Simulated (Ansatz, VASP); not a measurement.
## Cross-check of LiCuSO between VASP and Ansatz

Wanted: the spread between two codes on one cell, functional and k mesh. The cell is taken from a series of runs on this material, whose earlier steps may have relaxed, scaled, displaced or heated it; both programs get it as it stands.

Method: plane waves, with VASP 6.6.1 beside it; relaxation of cell and atoms at LDA, in Ansatz 0.2.0.

The structure was built from a prototype and need not be the compound's stable phase.

### Step 1. The starting structure

Symmetry: Cm, No. 8, monoclinic system. The conventional cell has a = 6.217 Å, b = 2.939 Å, c = 6.005 Å, α = 90.00°, β = 119.43°, γ = 90.00°. Cu has 2 O at 1.99 Å and 2 S at 1.99 Å nearest. Nearest to S lie 2 Cu at 1.99 Å and 3 Li at 2.30 to 2.31 Å. O has 2 Cu at 1.99 Å and 3 Li at 2.30 to 2.31 Å nearest. Nearest to Li lie 3 O at 2.30 to 2.31 Å and 3 S at 2.30 to 2.31 Å. As first built, before any earlier steps moved the atoms (in the runner's words): half of the O replaced by S in the C2/m structure of LiCuO2. Farther neighbours and most contacts between anions are not listed.

### Step 2. Ansatz: relaxation of cell and atoms, LDA

Ansatz runs on its default PAW (the set named soft_2) files.

The relaxed volume is the usual yardstick between codes: in a stiff, nearly cubic crystal its relative difference is about their pressure difference at one cell divided by the bulk modulus.

input.yaml reads:

```yaml
crystal:
  lattice:
    - [3.10835989, -1.46932525, 0.0]
    - [3.10835989, 1.46932525, 0.0]
    - [-2.95115514, 0.0, 5.23033536]
  atoms:
    - { symbol: Cu, position: [0.0, 0.0, 0.0] }
    - { symbol: S, position: [0.57527705, 0.57527705, 0.2521442] }
    - { symbol: O, position: [0.42472295, 0.42472295, 0.7478558] }
    - { symbol: Li, position: [0.0, 0.0, 0.5] }
kpoints:
  mp_grid: { grid: [9, 9, 5] }
scf:
  occupations: { method: fermi_dirac, width: 0.05 }
hamiltonian:
  xc: lda
output:
  forces: true
  stress: true
  write_density: true
  write_potential: true
  elf: true
  volumetric_format: npy
relax:
  f_tol: 0.02
  max_steps: 50
  cell: {}
```

Started as:

```sh
> ansatz run input.yaml --threads 1 --pin off --max-ram 4096MiB --backend cpu --events-out ev --progress --plain --runs-dir out
```

Numbers of over 12 decimals in the logs are rounded to 6 here.

The program printed:

```text
Engine: ansatz 0.2.0, aarch64-unknown-linux-gnu
Pseudopotentials: kind: paw
Pseudopotential: Cu, paw, valence charge 19, recommended cutoff 420 eV (normal), Cu.paw.azcp
Pseudopotential: S, paw, valence charge 6, recommended cutoff 420 eV (normal), S.paw.azcp
Pseudopotential: O, paw, valence charge 6, recommended cutoff 420 eV (normal), O.paw.azcp
Pseudopotential: Li, paw, valence charge 3, recommended cutoff 420 eV (normal), Li.paw.azcp
Functional definition: SPW92
  exchange = slater_x
  correlation = pw_c
Crystal: 4 atoms, lattice volume = 47.776 Å³
Basis set: ecut = 420 eV, 923 PW (Γ)
Bands: 21, of which v1, the nominal top of the filled ones, is band 17 counted from 1 (16 counted from 0)
Symmetry: 2 space group operations
Space group: Cm (ITA 8), of the structure as read, at distance tolerance 3.6e-5 Å
k-points: 115 of 405 (time reversal used)
Non-local potential: Cu, projectors of the file, l = 0: 3, l = 1: 2, l = 2: 3, l = 3: 1
Non-local potential: S, projectors of the file, l = 0: 2, l = 1: 2, l = 2: 2
Non-local potential: O, projectors of the file, l = 0: 2, l = 1: 2, l = 2: 1
Non-local potential: Li, projectors of the file, l = 0: 3, l = 1: 2, l = 2: 1
PAW form: soft (Blöchl's): semilocal exchange-correlation on the pseudo side does not see the compensation charge
PAW frozen core: Cu, regenerated for the run's functional, and the local potential with it (the file was generated under x = pbe(κ = 0.804, μ = 0.219515), c = pbe(β = 0.066725))
PAW frozen core: S, regenerated for the run's functional, and the local potential with it (the file was generated under x = pbe(κ = 0.804, μ = 0.219515), c = pbe(β = 0.066725))
PAW frozen core: O, regenerated for the run's functional, and the local potential with it (the file was generated under x = pbe(κ = 0.804, μ = 0.219515), c = pbe(β = 0.066725))
PAW one-centre angular grid: Cu, 590 points (default); XC on 64 Gauss nodes
PAW one-centre angular grid: S, 110 points (default); XC on 64 Gauss nodes
PAW one-centre angular grid: O, 110 points (default); XC on 64 Gauss nodes
PAW one-centre angular grid: Li, 110 points (default); XC on 64 Gauss nodes
Initial density: superposition of atomic densities (neutral atoms: chi_scale 0, normalization atom), corrected by the library's trained network
Initial wavefunctions: pseudopotential atomic-orbital guess
Functional: x = slater, c = lda
SCF iter   1: F=—  HF=-8181.899846 eV  |F-HF|=—  |Δ(HF+E_count)|=         —  Δρ=1.87e-2  dr2=1.26e-1  ethr=1.77e-3  ⟨swp⟩=5.3  Hψ=11391  notcnv=0
preconditioner: auto → Kerker (q_TF=auto, 2.578 Å⁻¹)  [metal: Δε(μ)=0.050 eV  Ē_g=10.574 eV  σ=0.050 eV  W_gap=0.24  n_scr=18 (ndim 8)  ℏωp=26.3 eV  f_vac=0.002  D(μ)=0.87/eV (n_scr^D=2)]
SCF iter   2: F=—  HF=-8181.871861 eV  |F-HF|=—  |Δ(HF+E_count)|=   2.80e-2  Δρ=7.25e-3  dr2=2.66e-2  ethr=3.72e-4  ⟨swp⟩=2.5  Hψ=4825  notcnv=0
SCF iter   3: F=—  HF=-8181.866999 eV  |F-HF|=—  |Δ(HF+E_count)|=   4.86e-3  Δρ=2.90e-3  dr2=3.12e-3  ethr=7.82e-5  ⟨swp⟩=2.9  Hψ=4044  notcnv=0
SCF iter   4: F=—  HF=-8181.866220 eV  |F-HF|=—  |Δ(HF+E_count)|=   7.79e-4  Δρ=8.85e-4  dr2=4.33e-4  ethr=9.16e-6  ⟨swp⟩=2.5  Hψ=3874  notcnv=0
SCF iter   5: F=—  HF=-8181.866113 eV  |F-HF|=—  |Δ(HF+E_count)|=   1.07e-4  Δρ=2.12e-4  dr2=4.32e-5  ethr=1.27e-6  ⟨swp⟩=1.2  Hψ=2687  notcnv=0
SCF iter   6: F=—  HF=-8181.866094 eV  |F-HF|=—  |Δ(HF+E_count)|=   1.93e-5  Δρ=5.92e-5  dr2=4.59e-6  ethr=1.27e-7  ⟨swp⟩=2.1  Hψ=3591  notcnv=0
SCF iter   7: F=—  HF=-8181.866093 eV  |F-HF|=—  |Δ(HF+E_count)|=   9.08e-7  Δρ=2.77e-5  dr2=6.39e-7  ethr=1.35e-8  ⟨swp⟩=1.5  Hψ=2992  notcnv=0
SCF iter   8: F=-8181.866093 eV  HF=-8181.866093 eV  |F-HF|=5.45e-8  |Δ(HF+E_count)|=   1.44e-7  Δρ=8.45e-6  dr2=7.64e-8  ethr=2.94e-10  ⟨swp⟩=8.3  Hψ=15332  notcnv=0
SCF 1 converged in 8 iterations: F = -8181.866093 eV  dr2 = 7.64e-8
  greatest PAW one-centre occupation: 1.000 electrons in one spin orbital (limit 2), on the Li atom at site 3 (counted from 0), in its partial waves of l = 0
relax step   1: F+E_penalty+E_count = -8181.86609256 eV  Δ(F+E_penalty+E_count) = +0.000e0 eV  max|allowed force component| = 5.154e0 eV/Å  Δτ_max = 0.0000 Å  P = +6.076 GPa  Ω = 47.776 Å³  (8 SCF iters, dr2 threshold 1.00e-7 eV, accepted)
[...]
relax step  30: F+E_penalty+E_count = -8182.94417923 eV  Δ(F+E_penalty+E_count) = +3.358e-5 eV  max|allowed force component| = 1.121e-3 eV/Å  Δτ_max = 0.0071 Å  P = +0.012 GPa  Ω = 47.946 Å³  energy of the carried Pulay correction = -1.007e-4 eV  (5 SCF iters, dr2 threshold 1.03e-8 eV, accepted)
[...]
relax step  31: F+E_penalty+E_count = -8182.94407408 eV  Δ(F+E_penalty+E_count) = +1.051e-4 eV  max|allowed force component| = 6.703e-4 eV/Å  Δτ_max = 0.0061 Å  P = +0.001 GPa  Ω = 47.998 Å³  energy of the carried Pulay correction = -2.225e-4 eV  (7 SCF iters, accepted)
[...]
relax step  32: F+E_penalty+E_count = -8182.94433543 eV  Δ(F+E_penalty+E_count) = -2.614e-4 eV  max|allowed force component| = 6.609e-4 eV/Å  Δτ_max = 0.0000 Å  P = +0.002 GPa  Ω = 47.998 Å³  stress off target by 3.09e-2 GPa  SCF on the basis re-selected at this cell (its energy is not comparable with the rows above)  (6 SCF iters)
basis re-selected at this cell: Δ(F+E_penalty+E_count) = -2.614e-4 eV, ΔP = +0.001 GPa vs the last step (what re-selecting the basis moved, of the pressure what is left beyond the Pulay correction that the steps carried, after the strain that the cell walked since its last selection, with what the two solves' SCF thresholds leave and, on support functions, any second-order correction that the steps lacked; it is no m [...]
SCF converged after 6 iterations
Free energy (F): -8182.944335 eV
Harris-Foulkes:  -8182.944335 eV  (|F-HF|=1.82e-12)
Internal energy: -8182.935792 eV  (E = F + TS)
E sigma→0 (E₀):  -8182.940064 eV
Entropy (-TS):   -0.008544 eV (-2.136 meV/atom)
Fermi energy:    7.840185 eV
--- Per-component energies (eV) ---
  E_band       = -590.899472
  E_kinetic    = 603.142518
  E_local      = -6982.373511  (includes V_loc(G=0)·N_el)
  E_nonlocal   = 437.227400
  E_hartree    = 3079.109668
  E_xc         = -269.470403
  E_vxc        = -311.671925  (∫ρ·V_xc dr)
  E_paw        = -2322.189540  (= ΣΔE_a)
  E_vpaw       = -495.446099  (= ΣTr[D̂ρ^β])
  E_aug_tail   = 0.002741  (compensation charges beyond the density's cutoff)
  E_ewald      = -2729.084445
  E_core_change = 0.699779  (= ΣΔE_core)
  E_smearing   = -0.008544  (= −TS)
  E_closure    = 0.000000  (closes the sum)
  Σ components = -8182.944335   (vs F -8182.944335, Δ=0.00e0)
--- Forces (eV/Å), atoms counted from 1 ---
  atom   1  Cu    -0.00044197     0.00000000    -0.00027609
  atom   2  S      0.00026149     0.00000000     0.00032541
  atom   3  O      0.00038944     0.00000000     0.00061120
  atom   4  Li    -0.00020895     0.00000000    -0.00066104
  max |Σ_I F_I| component: 5.13e-7 eV/Å
--- Stress (GPa, compression-positive) ---
       -0.003125       0.000000      -0.021080
        0.000000      -0.008840       0.000000
       -0.021080       0.000000       0.017863
  P = ⅓ Tr σ = 0.0020 GPa (0.020 kbar)
--- Band table (eV; the first three rows and the last of 115) ---
  k-point 0: bands = [... 13 lower, 6.2173, 6.7352, 7.1472, 8.3369, 10.0856, 11.8898, 14.3691, 16.8422]
  k-point 1: bands = [... 13 lower, 6.0794, 6.5283, 7.1264, 8.3210, 10.1169, 12.3474, 14.3286, 16.3261]
  k-point 2: bands = [... 13 lower, 5.7433, 6.4067, 7.0936, 8.3034, 10.1669, 13.1898, 14.3064, 15.4320]
  k-point 114: bands = [... 13 lower, 5.4756, 5.8874, 6.5572, 7.1703, 8.7569, 11.7590, 15.0963, 17.1082]
--- Relaxed structure (27 steps of the walk, 26 accepted, 5 SCFs on fresh bases) ---
  F+E_penalty+E_count = -8182.94433543 eV   max|allowed force component| = 6.609e-4 eV/Å   (the final SCF, on the basis selected at the relaxed cell)
  cell:  # Å, volume = 47.9977 Å³
    - [2.945901, -1.423853, -0.465926]
    - [2.945901, 1.423853, -0.465926]
    - [-3.580912, 2.348084116450786e-16, 6.287818]
  atoms:
    - { symbol: Cu, position: [0.020978, 0.020978, -0.044276] }
    - { symbol: S, position: [0.550516, 0.550516, 0.196029] }
    - { symbol: O, position: [0.411886, 0.411886, 0.735345] }
    - { symbol: Li, position: [0.016620, 0.016620, 0.612902] }
```

### Step 3. VASP: relaxation of cell and atoms, LDA

The same cell, functional (in two slightly different forms), mesh and smearing now go to VASP, with its own data sets.

Lines of VASP's logs that name or quote its potential files are left out, and so is its time.

INCAR reads:

```
SYSTEM = LiCuSO
PREC = Accurate
ENCUT = 750
EDIFF = 1E-07
NELM = 120
ISMEAR = -1
SIGMA = 0.05
LREAL = .FALSE.
ALGO = Normal
GGA = CA
NBANDS = 19
LASPH = .TRUE.
LORBIT = 11
LWAVE = .FALSE.
LCHARG = .FALSE.
ISIF = 3
IBRION = 2
NSW = 80
EDIFFG = -0.005
GGA_COMPAT = .FALSE.
NELMIN = 4
KPAR = 2
```

POSCAR reads:

```
LiCuSO
1.0
    3.1083600000     -1.4693250000      0.0000000000
    3.1083600000      1.4693250000      0.0000000000
   -2.9511550000      0.0000000000      5.2303350000
Cu S O Li
1 1 1 1
Direct
    0.0000000000      0.0000000000      0.0000000000
    0.5752771273      0.5752771273      0.2521442699
    0.4247229635      0.4247229635      0.7478559213
    0.9999999650      0.9999999650      0.5000000956
```

KPOINTS reads:

```
Automatic mesh
0
Gamma
9 9 5
0 0 0
```

Potentials, in the order of the species: Cu, S, O and Li_sv (LDA family, release 64).

Started as:

```sh
> mpirun -np 2 vasp_std
```

The program printed:

```text
[banner, memory and clock lines left out]
running    2 mpi-ranks, on    1 nodes
 distrk:  each k-point on    1 cores,    2 groups
 distr:  one band on    1 cores,    1 groups

 POSCAR found type information on POSCAR CuS O Li
 POSCAR found :  4 types and       4 ions
 LDA part: xc-table for (Slater(with rela. corr.)+CA(PZ))
 , standard interpolation
 POSCAR, INCAR and KPOINTS ok, starting setup
 FFT: planning ... GRIDC
 FFT: planning ... GRID_SOFT
 FFT: planning ... GRID
 WAVECAR not read
 entering main loop
       N       E                     dE             d eps       ncg     rms          rms(c)
DAV:   1     0.236170218626E+03    0.23617E+03   -0.15692E+04  4406   0.224E+03
DAV:   2     0.617425838598E+01   -0.23000E+03   -0.21879E+03  4508   0.436E+02
DAV:   3    -0.232578669892E+02   -0.29432E+02   -0.28608E+02  5746   0.144E+02
DAV:   4    -0.261525785315E+02   -0.28947E+01   -0.28768E+01  8224   0.336E+01
DAV:   5    -0.262101645522E+02   -0.57586E-01   -0.57501E-01  5607   0.510E+00    0.207E+01
DAV:   6    -0.277832886340E+02   -0.15731E+01   -0.19118E+02  5897   0.266E+02    0.191E+01
DAV:   7    -0.197320385342E+02    0.80513E+01   -0.32062E+01  5749   0.141E+02    0.664E+00
DAV:   8    -0.195187694670E+02    0.21327E+00   -0.30175E+00  6900   0.238E+01    0.423E+00
DAV:   9    -0.194388890687E+02    0.79880E-01   -0.74010E-01  6812   0.227E+01    0.162E+00
DAV:  10    -0.194149869042E+02    0.23902E-01   -0.18358E-01  6897   0.107E+01    0.638E-01
DAV:  11    -0.194140616024E+02    0.92530E-03   -0.67924E-03  6001   0.729E-01    0.447E-01
DAV:  12    -0.194129992340E+02    0.10624E-02   -0.40257E-03  6897   0.171E+00    0.104E-01
DAV:  13    -0.194130236685E+02   -0.24435E-04   -0.69659E-04  6900   0.486E-01    0.403E-02
DAV:  14    -0.194130220448E+02    0.16238E-05   -0.36068E-05  6892   0.975E-02    0.180E-02
DAV:  15    -0.194130161454E+02    0.58994E-05   -0.13575E-05  6686   0.601E-02    0.558E-03
DAV:  16    -0.194130160276E+02    0.11779E-06   -0.26522E-06  6940   0.243E-02    0.166E-03
DAV:  17    -0.194130160307E+02   -0.31528E-08   -0.12179E-07  3519   0.745E-03
   1 F= -.19413016E+02 E0= -.19408749E+02  d E =-.194130E+02
[... from here on, the cycles between the ionic steps are left out ...]
   2 F= -.19700544E+02 E0= -.19693201E+02  d E =-.287528E+00
  56 F= -.20490532E+02 E0= -.20486262E+02  d E =-.520405E-04
  57 F= -.20490532E+02 E0= -.20486261E+02  d E =-.521549E-04
  58 F= -.20490575E+02 E0= -.20486299E+02  d E =-.433250E-04
  59 F= -.20490614E+02 E0= -.20486327E+02  d E =-.820040E-04
  60 F= -.20490625E+02 E0= -.20486327E+02  d E =-.110799E-04
  61 F= -.20490631E+02 E0= -.20486337E+02  d E =-.171230E-04
  62 F= -.20490649E+02 E0= -.20486364E+02  d E =-.176123E-04
  63 F= -.20490658E+02 E0= -.20486386E+02  d E =-.268908E-04
  64 F= -.20490665E+02 E0= -.20486400E+02  d E =-.661860E-05
  65 F= -.20490666E+02 E0= -.20486399E+02  d E =-.780130E-05
 curvature:  -1.24 expect dE=-0.779E-05 dE for cont linesearch -0.220E-07
 trial: gam= 0.41672 g(F)=  0.406E-05 g(S)=  0.222E-05 ort =-0.771E-06 (trialstep = 0.141E+01)
 search vector abs. value=  0.115E-04
 bond charge predicted
       N       E                     dE             d eps       ncg     rms          rms(c)
DAV:   1    -0.204906792004E+02   -0.13399E-04   -0.34525E-03  4382   0.526E-01    0.308E-02
DAV:   2    -0.204906819621E+02   -0.27618E-05   -0.20229E-04  6524   0.299E-01    0.216E-02
DAV:   3    -0.204906752825E+02    0.66796E-05   -0.56762E-05  6425   0.226E-01    0.129E-02
DAV:   4    -0.204906727526E+02    0.25299E-05   -0.76706E-06  6721   0.840E-02    0.381E-03
DAV:   5    -0.204906725685E+02    0.18413E-06   -0.12306E-06  6890   0.280E-02    0.177E-03
DAV:   6    -0.204906725392E+02    0.29286E-07   -0.90198E-08  2821   0.103E-02
  66 F= -.20490673E+02 E0= -.20486404E+02  d E =-.677012E-05
 trial-energy change:   -0.000007  1 .order   -0.000007   -0.000008   -0.000005
 step:   4.0491(harm=  4.0491)  dis= 0.00148  next Energy=   -20.490678 (dE=-0.121E-04)
 reached required accuracy - stopping structural energy minimisation
```

(Part 1 of 2 ends here.)

[Lines on the potential files, build, host, timing and source positions are cut from VASP's logs without a mark.]

[Logs are printed without paths, hosts, clocks, repeated set-up lines and the standing remarks that a program may print on its own settings, such as how far it seeks lower states.]

[Hosts, paths, dates, database ids (printed as entryN), source tags and the programs' standing remarks are cut or masked in the printed files.]
